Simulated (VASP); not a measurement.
A convergence study with VASP on Ta (bcc): a few settings are varied, all else stays as given below, so the limit is that of these other settings. The cell's lengths are 1 % over those of the tabulated start, so it is off equilibrium.

```yaml
crystal:
  lattice:
    - [-1.66650, 1.66650, 1.66650]
    - [1.66650, -1.66650, 1.66650]
    - [1.66650, 1.66650, -1.66650]
  atoms:
    - { symbol: Ta, position: [0.00000, 0.00000, 0.00000] }
```

Level of theory: LDA (Ceperley-Alder, Perdew-Zunger), VASP's LDA PAW potentials (set 64) (plane waves; VASP). The last row used: LREAL = Auto, 600 eV cut-off, 13×13×13 Γ-centred mesh, first-order Methfessel-Paxton smearing of 0.10 eV, potentials Ta_pv.

| setting | E (eV/atom) | pressure (GPa) | plane waves |
|---|---|---|---|
| ENCUT = 300, LREAL = .FALSE., PREC = Normal | ? | ? | 236 |
| ENCUT = 400, LREAL = .FALSE., PREC = Normal | -12.7724 | -12.52 | 358 |
| ENCUT = 500, LREAL = .FALSE., PREC = Normal | -12.7724 | -12.48 | 479 |
| ENCUT = 600, LREAL = .FALSE., PREC = Normal | -12.7725 | -12.46 | 632 |
| ENCUT = 500, LREAL = .FALSE., PREC = Accurate | -12.7724 | -12.48 | 479 |
| ENCUT = 600, LREAL = .FALSE., PREC = Accurate | -12.7725 | -12.46 | 632 |
| ENCUT = 300, LREAL = Auto, PREC = Normal | -12.7712 | -12.97 | 236 |
| ENCUT = 400, LREAL = Auto, PREC = Normal | -12.7720 | -12.44 | 358 |
| ENCUT = 500, LREAL = Auto, PREC = Normal | -12.7727 | -12.53 | 479 |
| ENCUT = 600, LREAL = Auto, PREC = Normal | -12.7728 | -12.50 | 632 |
| ENCUT = 300, LREAL = Auto, PREC = Accurate | -12.7714 | -12.99 | 236 |
| ENCUT = 400, LREAL = Auto, PREC = Accurate | ? | -12.53 | 358 |
| ENCUT = 500, LREAL = Auto, PREC = Accurate | -12.7729 | -12.46 | 479 |
| ENCUT = 600, LREAL = Auto, PREC = Accurate | -12.7729 | -12.46 | 632 |

Question: Complete the blanks.

Answer: 
- ENCUT = 300, LREAL = .FALSE., PREC = Normal, E (eV/atom): -12.7708
- ENCUT = 300, LREAL = .FALSE., PREC = Normal, pressure (GPa): -13.00
- ENCUT = 400, LREAL = Auto, PREC = Accurate, E (eV/atom): -12.7726

Left out are rungs that failed or repeat a setting and relaxations that didn't move; long series are thinned to 24 rows.

The compound is Ta in the bcc structure. The cell was not relaxed at this level.
